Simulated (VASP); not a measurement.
```
CELL_PARAMETERS angstrom
      0.00000     2.88820     2.88820
      2.94714    -0.05894     2.94714
      2.94714     2.94714    -0.05894
ATOMIC_POSITIONS crystal
  Al 0.25000 0.25000 0.25000
  Al 0.75000 0.75000 0.75000
  Pt 0.00000 0.00000 0.00000
```

Calculation: PBEsol GGA, VASP's PBE PAW potentials (set 64) (plane waves; VASP). Numerical set-up: 480 eV cut-off, 8×8×8 Γ-centred mesh, first-order Methfessel-Paxton smearing of 0.10 eV, potentials Al Pt.

**Question.** Give the force on each atom (eV/Å).

**Answer.** 
```json
[
 {"atom": "Al1", "Fx": "0.336", "Fy": "0.000", "Fz": "0.000"},
 {"atom": "Al2", "Fx": "-0.336", "Fy": "0.000", "Fz": "0.000"},
 {"atom": "Pt3", "Fx": "0.000", "Fy": "0.000", "Fz": "0.000"}
]
```

**Question.** Give the stress tensor in GPa (positive for a compressed cell).

**Answer.** 
```
0.70  0.00  0.00
0.00  0.21  3.48
0.00  3.48  0.21
```
The pressure is its mean diagonal, 0.37 GPa.

The compound is PtAl2 in the fluorite structure. This cell was strained or had an atom moved on purpose.
